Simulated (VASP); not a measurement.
# A VASP study of ZnS (Wurtzite-6H) (AM05): structure first, properties next, part 4 of 6

What structure does ZnS (Wurtzite-6H) take at this level, and what are its properties? The start is a cell from a database of measured crystal structures.

VASP 6.6.1, plane waves and PAW; the level of theory is named at each step.

So far, gap on the k-mesh (eV): step 2 (full relaxation (AM05)) 2.21; step 6 (total and projected DOS (AM05)) 2.21.

The database entry behind the starting cell has ideal inner coordinates that were not refined, so it need not match the best structure at ambient conditions.

## (7) Volume scan with AM05

Level of this step: AM05; plane waves and PAW (Zn, S) (VASP).

An equation of state needs energies on both sides of the minimum, all on one mesh and cutoff.

INCAR reads:

```
SYSTEM = ZnS
PREC = Accurate
ENCUT = 400
EDIFF = 1E-06
NELM = 100
ISMEAR = 0
SIGMA = 0.05
LREAL = .FALSE.
ALGO = Normal
GGA = AM
NBANDS = 66
LORBIT = 11
LWAVE = .FALSE.
LCHARG = .FALSE.
KPAR = 4
NCORE = 2
ISIF = 2
```

POSCAR reads:

```
ZnS
1.0
    3.7184999923      0.0000000000      0.0000000000
   -1.8592499961      3.2203154572      0.0000000000
    0.0000000000      0.0000000000     18.2328889821
Zn S
6 6
Direct
    0.0000000000      0.0000000000      0.9999934030
    0.0000000000      0.0000000000      0.4999934030
    0.3333333333      0.6666666667      0.1667599821
    0.6666666667      0.3333333333      0.6667599821
    0.6666666667      0.3333333333      0.3333164738
    0.3333333333      0.6666666667      0.8333164738
    0.0000000000      0.0000000000      0.1251289240
    0.0000000000      0.0000000000      0.6251289240
    0.3333333333      0.6666666667      0.2916313528
    0.6666666667      0.3333333333      0.7916313528
    0.6666666667      0.3333333333      0.4581698643
    0.3333333333      0.6666666667      0.9581698643
```

KPOINTS reads:

```
Automatic mesh
0
Gamma
6 6 1
0 0 0
```

Potentials, in the order of the species: Zn and S (PBE family, release 64).

On the command line:

```bash
> mpirun -np 8 vasp_std
```

Output:

```text
[... set-up lines as in an earlier step ...]
 entering main loop
       N       E                     dE             d eps       ncg     rms          rms(c)
DAV:   1     0.876337525854E+03    0.87634E+03   -0.42143E+04   924   0.169E+03
DAV:   2     0.912138226690E+02   -0.78512E+03   -0.75412E+03   924   0.427E+02
DAV:   3    -0.377137988689E+02   -0.12893E+03   -0.12501E+03  1032   0.159E+02
DAV:   4    -0.448751875051E+02   -0.71614E+01   -0.71219E+01  1062   0.386E+01
DAV:   5    -0.450241487841E+02   -0.14896E+00   -0.14876E+00  1112   0.565E+00    0.196E+01
DAV:   6    -0.424936249909E+02    0.25305E+01   -0.57978E+00  1334   0.470E+01    0.145E+01
DAV:   7    -0.427812517306E+02   -0.28763E+00   -0.91930E+00  1064   0.996E+00    0.458E+00
DAV:   8    -0.426024304599E+02    0.17882E+00   -0.48320E-01  1192   0.508E+00    0.199E+00
DAV:   9    -0.425619033132E+02    0.40527E-01   -0.31689E-01  1216   0.326E+00    0.490E-01
DAV:  10    -0.425616566999E+02    0.24661E-03   -0.12392E-02  1184   0.154E+00    0.448E-01
DAV:  11    -0.425619188427E+02   -0.26214E-03   -0.21982E-03  1112   0.294E-01    0.382E-01
DAV:  12    -0.425632255721E+02   -0.13067E-02   -0.29391E-03  1312   0.412E-01    0.207E-01
DAV:  13    -0.425625723172E+02    0.65325E-03   -0.23734E-03  1246   0.556E-01    0.114E-01
DAV:  14    -0.425625932452E+02   -0.20928E-04   -0.44848E-04  1072   0.798E-02    0.580E-02
DAV:  15    -0.425625978080E+02   -0.45628E-05   -0.17005E-05  1070   0.319E-02    0.344E-02
DAV:  16    -0.425626013870E+02   -0.35790E-05   -0.56059E-06   952   0.199E-02    0.109E-02
DAV:  17    -0.425625980327E+02    0.33543E-05   -0.11210E-05  1056   0.335E-02    0.380E-03
DAV:  18    -0.425625983192E+02   -0.28648E-06   -0.37195E-06   920   0.806E-03
   1 F= -.42562598E+02 E0= -.42562598E+02  d E =-.137705E-10
```

Elapsed: 18 s, on 8 MPI ranks of Intel Xeon Platinum 8259CL at 2.50GHz (Skylake/Cascade Lake), shared host; peak memory 1.6 GiB; 2.2 min of CPU time.

Parts of OUTCAR (step 7):

```text
   ENCUT  =  400.0 eV  29.40 Ry    5.42 a.u.   6.06  6.06 29.73*2*pi/ulx,y,z

   NELECT =     108.0000    total number of electrons

 E-fermi :   3.0839

 k-point     1 :       0.0000    0.0000    0.0000
  band No.  band energies     occupation
    ...
     50       2.5883      2.00000
     51       2.5883      2.00000
     52       2.8402      2.00000
     53       2.8685      2.00000
     54       2.8685      2.00000
     55       5.3510      0.00000
     56       6.1906      0.00000
     57       6.3140      0.00000
     58       6.3738      0.00000
     59       6.4969      0.00000
    ...

  Total        7.2948519      7.2948519      7.3880038      0.0000000      0.0000000      0.0000000
  in kB       53.5310019     53.5310019     54.2145681      0.0000000      0.0000000      0.0000000
  external PRESSURE =      53.7588573 kB  Pullay stress =       0.0000000 kB

 POSITION                                       TOTAL-FORCE (eV/Angst)
 -----------------------------------------------------------------------------------
      0.00000      0.00000     18.23277        -0.000000     -0.000000      0.007173
      0.00000      0.00000      9.11632         0.000000      0.000000      0.007173
     -0.00000      2.14688      3.04052         0.000000      0.000000      0.012429
      1.85925      1.07344     12.15696        -0.000000     -0.000000      0.012429
      1.85925      1.07344      6.07732         0.000000     -0.000000     -0.008257
     -0.00000      2.14688     15.19377        -0.000000      0.000000     -0.008257
      0.00000      0.00000      2.28146         0.000000      0.000000     -0.009499
      0.00000      0.00000     11.39791         0.000000     -0.000000     -0.009499
     -0.00000      2.14688      5.31728         0.000000     -0.000000      0.001620
      1.85925      1.07344     14.43373        -0.000000      0.000000      0.001620
      1.85925      1.07344      8.35376        -0.000000     -0.000000     -0.003465
     -0.00000      2.14688     17.47020        -0.000000     -0.000000     -0.003465
 -----------------------------------------------------------------------------------
    total drift:                               -0.000005     -0.000009      0.001340

  FREE ENERGIE OF THE ION-ELECTRON SYSTEM (eV)
  ---------------------------------------------------
  free  energy   TOTEN  =       -42.5625983192 eV

  energy  without entropy=      -42.5625983192  energy(sigma->0) =      -42.56259832

[... 4 parts as in an earlier step ...]

[... 12 further parts left out ...]
```

The scan keeps the cell's shape and the fractional positions fixed.

Numbers from this step:

| Property | Result |
| --- | --- |
| SCF cycles | 18 |
| bands | 66 |
| irreducible k-points | 7 |
| free energy (TOTEN) | -42.56 eV |
| Fermi energy | 3.084 eV |
| pressure | 5.376 GPa |
| gap on the k-mesh | 2.482 eV |
| least direct gap on the k-mesh | 2.482 eV |

The pressure here is 5.38 GPa.

## (8) Volume scan with AM05 (run 2)

INCAR is that of step 7.

POSCAR, as its differences from that of step 7:

```diff
@@ -2,5 +2,5 @@
 1.0
-    3.7184999923      0.0000000000      0.0000000000
-   -1.8592499961      3.2203154572      0.0000000000
-    0.0000000000      0.0000000000     18.2328889821
+    3.7446874747      0.0000000000      0.0000000000
+   -1.8723437374      3.2429944823      0.0000000000
+    0.0000000000      0.0000000000     18.3612938393
 Zn S
```

KPOINTS is that of step 7.

On the command line:

```bash
> mpirun -np 8 vasp_std
```

Output:

```text
[... set-up lines as in an earlier step ...]
 entering main loop
       N       E                     dE             d eps       ncg     rms          rms(c)
DAV:   1     0.881270999609E+03    0.88127E+03   -0.42025E+04   924   0.169E+03
DAV:   2     0.923608977138E+02   -0.78891E+03   -0.75843E+03   924   0.425E+02
DAV:   3    -0.379374675164E+02   -0.13030E+03   -0.12659E+03  1024   0.159E+02
DAV:   4    -0.449962731073E+02   -0.70588E+01   -0.70224E+01  1086   0.379E+01
DAV:   5    -0.451308122174E+02   -0.13454E+00   -0.13439E+00  1072   0.548E+00    0.188E+01
DAV:   6    -0.426284820107E+02    0.25023E+01   -0.56951E+00  1344   0.463E+01    0.140E+01
DAV:   7    -0.428984263291E+02   -0.26994E+00   -0.87539E+00  1054   0.968E+00    0.449E+00
DAV:   8    -0.427298208047E+02    0.16861E+00   -0.47957E-01  1184   0.515E+00    0.185E+00
DAV:   9    -0.426965427036E+02    0.33278E-01   -0.27954E-01  1222   0.321E+00    0.460E-01
DAV:  10    -0.426962401854E+02    0.30252E-03   -0.11390E-02  1176   0.143E+00    0.407E-01
DAV:  11    -0.426965370309E+02   -0.29685E-03   -0.21527E-03  1176   0.330E-01    0.324E-01
DAV:  12    -0.426975969991E+02   -0.10600E-02   -0.21227E-03  1160   0.319E-01    0.187E-01
DAV:  13    -0.426971851117E+02    0.41189E-03   -0.15745E-03  1256   0.440E-01    0.696E-02
DAV:  14    -0.426972068343E+02   -0.21723E-04   -0.31041E-04  1056   0.680E-02    0.237E-02
DAV:  15    -0.426972160951E+02   -0.92608E-05   -0.25639E-05  1048   0.548E-02    0.207E-02
DAV:  16    -0.426972173803E+02   -0.12852E-05   -0.45576E-06   952   0.256E-02    0.226E-02
DAV:  17    -0.426972173694E+02    0.10943E-07   -0.12766E-06   600   0.186E-02
   1 F= -.42697217E+02 E0= -.42697217E+02  d E =-.167106E-12
```

Wall time 18 s (8 MPI ranks); peak memory 1.6 GiB.

OUTCAR, selected parts (step 8):

```text
   ENCUT  =  400.0 eV  29.40 Ry    5.42 a.u.   6.11  6.11 29.94*2*pi/ulx,y,z

   NELECT =     108.0000    total number of electrons

 E-fermi :   2.8955

 k-point     1 :       0.0000    0.0000    0.0000
  band No.  band energies     occupation
    ...
     50       2.3860      2.00000
     51       2.3860      2.00000
     52       2.6287      2.00000
     53       2.6559      2.00000
     54       2.6559      2.00000
     55       5.0433      0.00000
     56       5.9422      0.00000
     57       6.0623      0.00000
     58       6.0832      0.00000
     59       6.2252      0.00000
    ...

  Total        4.6909155      4.6909155      4.7754331     -0.0000000      0.0000000      0.0000000
  in kB       33.7056821     33.7056821     34.3129678     -0.0000000      0.0000000      0.0000000
  external PRESSURE =      33.9081106 kB  Pullay stress =       0.0000000 kB

 POSITION                                       TOTAL-FORCE (eV/Angst)
 -----------------------------------------------------------------------------------
      0.00000      0.00000     18.36117         0.000000     -0.000000      0.006038
      0.00000      0.00000      9.18053        -0.000000      0.000000      0.006038
     -0.00000      2.16200      3.06193        -0.000000      0.000000      0.009336
      1.87234      1.08100     12.24258        -0.000000      0.000000      0.009336
      1.87234      1.08100      6.12012         0.000000     -0.000000     -0.008382
     -0.00000      2.16200     15.30077        -0.000000      0.000000     -0.008382
      0.00000      0.00000      2.29753         0.000000      0.000000     -0.007512
      0.00000      0.00000     11.47818         0.000000      0.000000     -0.007512
     -0.00000      2.16200      5.35473        -0.000000     -0.000000      0.002310
      1.87234      1.08100     14.53538        -0.000000      0.000000      0.002310
      1.87234      1.08100      8.41259        -0.000000      0.000000     -0.001790
     -0.00000      2.16200     17.59324         0.000000     -0.000000     -0.001790
 -----------------------------------------------------------------------------------
    total drift:                               -0.000003     -0.000006      0.001125

  FREE ENERGIE OF THE ION-ELECTRON SYSTEM (eV)
  ---------------------------------------------------
  free  energy   TOTEN  =       -42.6972173694 eV

  energy  without entropy=      -42.6972173694  energy(sigma->0) =      -42.69721737

[... 4 parts as in an earlier step ...]

[... 12 further parts left out ...]
```

Numbers from this step:

* SCF cycles: 17
* free energy (TOTEN): -42.70 eV
* Fermi energy: 2.896 eV
* pressure: 3.391 GPa
* gap on the k-mesh: 2.387 eV
* least direct gap on the k-mesh: 2.387 eV

The pressure falls from 5.38 to 3.39 GPa.

The run ends at a pressure of 3.39 GPa, with forces up to 0.0093 eV/Å.

## (9) Volume scan with AM05 (run 3)

INCAR is that of step 8.

POSCAR, as its differences from that of step 8:

```diff
@@ -2,5 +2,5 @@
 1.0
-    3.7446874747      0.0000000000      0.0000000000
-   -1.8723437374      3.2429944823      0.0000000000
-    0.0000000000      0.0000000000     18.3612938393
+    3.7705137217      0.0000000000      0.0000000000
+   -1.8852568609      3.2653606683      0.0000000000
+    0.0000000000      0.0000000000     18.4879274536
 Zn S
```

KPOINTS is that of step 8.

On the command line:

```bash
> mpirun -np 8 vasp_std
```

Output:

```text
[... set-up lines as in an earlier step ...]
 entering main loop
       N       E                     dE             d eps       ncg     rms          rms(c)
DAV:   1     0.852234934805E+03    0.85223E+03   -0.42113E+04   924   0.168E+03
DAV:   2     0.838909293415E+02   -0.76834E+03   -0.73653E+03   924   0.414E+02
DAV:   3    -0.386610223910E+02   -0.12255E+03   -0.12031E+03  1044   0.155E+02
DAV:   4    -0.450606285434E+02   -0.63996E+01   -0.63664E+01  1070   0.365E+01
[...]
DAV:  14    -0.427769702574E+02   -0.23089E-04   -0.19825E-04  1128   0.895E-02    0.174E-02
DAV:  15    -0.427769741322E+02   -0.38749E-05   -0.53930E-05  1088   0.911E-02    0.188E-02
DAV:  16    -0.427769748109E+02   -0.67868E-06   -0.67619E-06  1008   0.258E-02
   1 F= -.42776975E+02 E0= -.42776975E+02  d E =-.162163E-10
```

The job ended after 24 s (8 MPI ranks; peak memory 1.8 GiB).

From OUTCAR (step 9):

```text
  Total        2.2889561      2.2889561      2.3249531     -0.0000000      0.0000000     -0.0000000
  in kB       16.1112089     16.1112089     16.3645803     -0.0000000      0.0000000     -0.0000000
  external PRESSURE =      16.1956661 kB  Pullay stress =       0.0000000 kB

 POSITION                                       TOTAL-FORCE (eV/Angst)
 -----------------------------------------------------------------------------------
      0.00000      0.00000     18.48781        -0.000000      0.000000      0.005007
      0.00000      0.00000      9.24384        -0.000000      0.000000      0.005007
     -0.00000      2.17691      3.08305         0.000000     -0.000000      0.006132
      1.88526      1.08845     12.32701         0.000000      0.000000      0.006132
      1.88526      1.08845      6.16233        -0.000000      0.000000     -0.008707
     -0.00000      2.17691     15.40629         0.000000     -0.000000     -0.008707
      0.00000      0.00000      2.31337         0.000000     -0.000000     -0.005625
      0.00000      0.00000     11.55734        -0.000000      0.000000     -0.005625
     -0.00000      2.17691      5.39166        -0.000000     -0.000000      0.003241
      1.88526      1.08845     14.63562         0.000000      0.000000      0.003241
      1.88526      1.08845      8.47061        -0.000000     -0.000000     -0.000047
     -0.00000      2.17691     17.71457         0.000000      0.000000     -0.000047
 -----------------------------------------------------------------------------------
    total drift:                               -0.000002     -0.000004      0.000183

  FREE ENERGIE OF THE ION-ELECTRON SYSTEM (eV)
  ---------------------------------------------------
  free  energy   TOTEN  =       -42.7769748109 eV

  energy  without entropy=      -42.7769748109  energy(sigma->0) =      -42.77697481

[... 1 part as in an earlier step ...]

[... 2 further parts left out ...]
[key lines of the parts left out:]
E-fermi :   2.6677
```

The pressure falls from 3.39 to 1.62 GPa.

The run ends at a pressure of 1.62 GPa, with forces up to 0.0087 eV/Å.

## (10) Volume scan with AM05 (run 4)

INCAR is that of step 9.

POSCAR, as its differences from that of step 9:

```diff
@@ -2,5 +2,5 @@
 1.0
-    3.7705137217      0.0000000000      0.0000000000
-   -1.8852568609      3.2653606683      0.0000000000
-    0.0000000000      0.0000000000     18.4879274536
+    3.7959909386      0.0000000000      0.0000000000
+   -1.8979954693      3.2874245853      0.0000000000
+    0.0000000000      0.0000000000     18.6128496718
 Zn S
```

KPOINTS is that of step 9.

On the command line:

```bash
> mpirun -np 8 vasp_std
```

Output:

```text
[... set-up lines as in an earlier step ...]
 entering main loop
       N       E                     dE             d eps       ncg     rms          rms(c)
[... 16 cycles as in an earlier step ...]
   1 F= -.42806416E+02 E0= -.42806416E+02  d E =-.425315E-16
```

The job ended after 22 s (8 MPI ranks; peak memory 1.8 GiB).

From OUTCAR (step 10):

```text
[... 6 parts as in an earlier step ...]

[... 1 further part left out ...]
[key lines of the parts left out:]
E-fermi :   2.5389
```

The pressure falls from 1.62 to 0.01 GPa.

The run ends at a pressure of 0.01 GPa, with forces up to 0.0089 eV/Å.

## (11) Volume scan with AM05 (run 5)

INCAR is that of step 10.

POSCAR, as its differences from that of step 10:

```diff
@@ -2,5 +2,5 @@
 1.0
-    3.7959909386      0.0000000000      0.0000000000
-   -1.8979954693      3.2874245853      0.0000000000
-    0.0000000000      0.0000000000     18.6128496718
+    3.8211306841      0.0000000000      0.0000000000
+   -1.9105653420      3.3091962435      0.0000000000
+    0.0000000000      0.0000000000     18.7361171693
 Zn S
```

KPOINTS is that of step 10.

On the command line:

```bash
> mpirun -np 8 vasp_std
```

Output:

```text
[... set-up lines as in an earlier step ...]
 entering main loop
       N       E                     dE             d eps       ncg     rms          rms(c)
DAV:   1     0.858873413741E+03    0.85887E+03   -0.42123E+04   924   0.166E+03
DAV:   2     0.855228918850E+02   -0.77335E+03   -0.73963E+03   924   0.416E+02
DAV:   3    -0.379583029151E+02   -0.12348E+03   -0.12100E+03  1026   0.154E+02
DAV:   4    -0.450344309052E+02   -0.70761E+01   -0.70360E+01  1070   0.378E+01
[...]
DAV:  14    -0.427928043687E+02   -0.25169E-04   -0.98669E-05   982   0.676E-02    0.116E-02
DAV:  15    -0.427928056948E+02   -0.13261E-05   -0.16312E-05  1088   0.415E-02    0.784E-03
DAV:  16    -0.427928058835E+02   -0.18868E-06   -0.43425E-06   846   0.122E-02
   1 F= -.42792806E+02 E0= -.42792806E+02  d E =-.301705E-13
```

The job ended after 23 s (8 MPI ranks; peak memory 1.8 GiB; 2.8 min of CPU time).

OUTCAR, selected parts (step 11):

```text
  Total       -2.1533004     -2.1533004     -2.1399553     -0.0000000      0.0000000      0.0000000
  in kB      -14.5620059    -14.5620059    -14.4717577     -0.0000000      0.0000000      0.0000000
  external PRESSURE =     -14.5319232 kB  Pullay stress =       0.0000000 kB

 POSITION                                       TOTAL-FORCE (eV/Angst)
 -----------------------------------------------------------------------------------
      0.00000      0.00000     18.73599        -0.000000     -0.000000      0.003359
      0.00000      0.00000      9.36793         0.000000      0.000000      0.003359
     -0.00000      2.20613      3.12443        -0.000000      0.000000      0.001640
      1.91057      1.10307     12.49249         0.000000     -0.000000      0.001640
      1.91057      1.10307      6.24506        -0.000000      0.000000     -0.008901
     -0.00000      2.20613     15.61312         0.000000     -0.000000     -0.008901
      0.00000      0.00000      2.34443         0.000000     -0.000000     -0.002803
      0.00000      0.00000     11.71249        -0.000000      0.000000     -0.002803
     -0.00000      2.20613      5.46404         0.000000      0.000000      0.004077
      1.91057      1.10307     14.83210         0.000000      0.000000      0.004077
      1.91057      1.10307      8.58432        -0.000000      0.000000      0.002629
     -0.00000      2.20613     17.95238         0.000000      0.000000      0.002629
 -----------------------------------------------------------------------------------
    total drift:                               -0.000002     -0.000003      0.001948

  FREE ENERGIE OF THE ION-ELECTRON SYSTEM (eV)
  ---------------------------------------------------
  free  energy   TOTEN  =       -42.7928058835 eV

  energy  without entropy=      -42.7928058835  energy(sigma->0) =      -42.79280588

[... 1 part as in an earlier step ...]

[... 2 further parts left out ...]
[key lines of the parts left out:]
E-fermi :   2.3226
```

The pressure falls from 0.01 to -1.45 GPa.

The run ends at a pressure of -1.45 GPa, with forces up to 0.0089 eV/Å.

(Continued in part 5 of 6.)

[Lines on the potential files, build, host, timing and source positions are cut from VASP's logs without a mark.]

[Logs are printed without paths, hosts, clocks, repeated set-up lines and the standing remarks that a program may print on its own settings, such as how far it seeks lower states.]

[Hosts, paths, dates, database ids (printed as entryN), source tags and the programs' standing remarks are cut or masked in the printed files.]

[A measured line is paired with the nearest computed mode of its activity, which favours agreement.]

[In band tables of VASP the shares of atoms and orbitals are scaled to a sum of 1 inside the atoms' spheres.]
